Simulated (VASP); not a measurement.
ZrSe2 (1T layered): computed properties

Computed with PBEsol GGA, VASP's PBE PAW potentials (set 64) (plane waves; VASP).

space group: P-3m1 (164)
cell: a = b = 3.739 Å, c = 6.146 Å, α = β = 90.00°, γ = 120.00°
volume per atom: 24.81 Å^3/atom
band gap (over mesh and band path): 0.12 eV
smallest direct gap (over mesh and band path): 1.01 eV
band-edge character: indirect, Γ to L
density: 5.56 g/cm³
mean ε∞ (independent particles): 16.68

ZrSe₂ has the trigonal space group P-3m1 (No. 164), the CdI2 type structure, Pearson symbol hP3. Cell: a = b = 3.7391 Å, c = 6.1465 Å, α = β = 90.00°, γ = 120.00°. Zr on 1a sees 6 Se at 2.677 Å (octahedral). Se on 2d is surrounded by 3 Zr at 2.677 Å (trigonal pyramidal). (Neighbours: up to the widest gap in distance over summed covalent radii, below 1.35, at either atom; cation-cation and far metal-metal contacts left out.)

Measured: a 3.770 Å (computed value off by -0.8 %), as given by Torbjörn Björkman, The Journal of Chemical Physics (2014), arXiv:1406.2436; c 6.122 Å (computed value off by +0.4 %), as given by Torbjörn Björkman, The Journal of Chemical Physics (2014), arXiv:1406.2436 [zero-point anharmonic expansion removed (computed with revB86b-DF2); no thermal correction]. The calculation is for a static lattice, while the measured a holds thermal and zero-point effects, which are part of the difference. Without a dispersion term in the relaxation, distances and binding between the weakly bound layers, chains or molecules are unreliable, and so is what depends on them.

The compound is ZrSe2 in the 1T layered structure. It was relaxed first. Symmetry was kept, so distortions that lower it aren't found.
